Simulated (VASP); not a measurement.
Here is the system:

```yaml
crystal:
  lattice:
    - [0.00000, 3.29970, 3.29970]
    - [3.29970, 0.00000, 3.29970]
    - [3.29970, 3.29970, 0.00000]
  atoms:
    - { symbol: Na, position: [0.00000, 0.00000, 0.00000] }
    - { symbol: I, position: [0.50000, 0.50000, 0.50000] }
```

Level of theory: PBE GGA, VASP's PBE PAW potentials (set 64) (plane waves; VASP). Run with 400 eV cut-off, 6×6×6 Γ-centred mesh, Gaussian smearing of 0.050 eV, potentials Na_pv I.

Unless said otherwise, spin-orbit coupling is left out, though it shifts the bands of the heavy elements here.

Predict the energy per atom (σ→0), band gap (on the k-mesh) with the smallest direct gap where there is one.

| Quantity | Value |
|---|---|
| band gap (on the k-mesh) | 3.49 eV |
| smallest direct gap (on the k-mesh) | 3.49 eV |
| energy per atom (σ→0) | -2.692 eV/atom |

The compound is NaI in the rock salt structure. The cell was not relaxed at this level.
